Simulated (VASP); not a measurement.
Given:

```
Te
1.0
    2.11490    -3.66312     0.00000
    2.11490     3.66312     0.00000
    0.00000     0.00000     5.83606
Te
3
Direct
  0.00000   0.28428   0.66667
  0.71572   0.71572   0.00000
  0.28428   0.00000   0.33333
```

Level of theory: PBEsol GGA, VASP's PBE PAW potentials (set 64) (plane waves; VASP 6.6.1). Run with 520 eV cut-off, 10×10×6 Γ-centred mesh, first-order Methfessel-Paxton smearing of 0.10 eV, potentials Te.

**Question.** The ions and cell shape at fixed volume are relaxed. Which structure does the run end with?

**Answer.** 
```
Te
1.0
    2.09411    -3.62710     0.00000
    2.09411     3.62710     0.00000
    0.00000     0.00000     5.95254
Te
3
Direct
  0.00000   0.29458   0.66667
  0.70542   0.70542   0.00000
  0.29458   0.00000   0.33333
```
Space group P3_121 (152), at a tolerance of 0.03 Å.

**Question.** How much energy does the relaxation gain?

**Answer.** The energy (σ→0) changes by -8.5 meV/atom, in 8 ionic steps.

The compound is Te in the trig structure. This cell is one point of a volume scan, at 0.94 of the reference volume. Symmetry was kept, so distortions that lower it aren't found.
